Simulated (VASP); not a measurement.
A run of VASP 6.6.1 is set up as follows.

File INCAR:

```
PREC = Accurate
ENCUT = 520
EDIFF = 1E-6
ISMEAR = 0
SIGMA = 0.1
LREAL = F
LASPH = T
NELM = 80
ALGO = Normal
ISIF = 2
LWAVE = F
LCHARG = F
GGA = PE
IVDW = 12
NBANDS = 29
```

Contents of KPOINTS:

```
regular mesh
0
Gamma
  12 12 12
```

File POSCAR:

```
TiPt3
1.0
    3.9040543981      0.0000000000      0.0000000000
    0.0000000000      3.9040543981      0.0000000000
    0.0000000000      0.0000000000      3.9040543981
Ti Pt
1 3
Direct
    0.0000000000      0.0000000000      0.0000000000
    0.5000000000      0.5000000000      0.0000000000
    0.5000000000      0.0000000000      0.5000000000
    0.0000000000      0.5000000000      0.5000000000
```

Potentials or basis: VASP PAW PBE potentials, release 64 (Ti_sv, Pt).

Launch:

```bash
$ cat potpaw_PBE.64/Ti_sv/POTCAR potpaw_PBE.64/Pt/POTCAR > POTCAR
$ mpirun -np 1 vasp_std > vasp.out
```

(1) Predict the dispersion energy per atom.

(2) What does it give for the band gap on the k mesh?

(3) What does it give for the pressure?

## Answers

(1) -0.765 eV.

(2) none (metal or under the smearing width).

(3) -0.4 GPa.

Caveat: pairwise dispersion overbinds metals, which lowers pressure and volume.
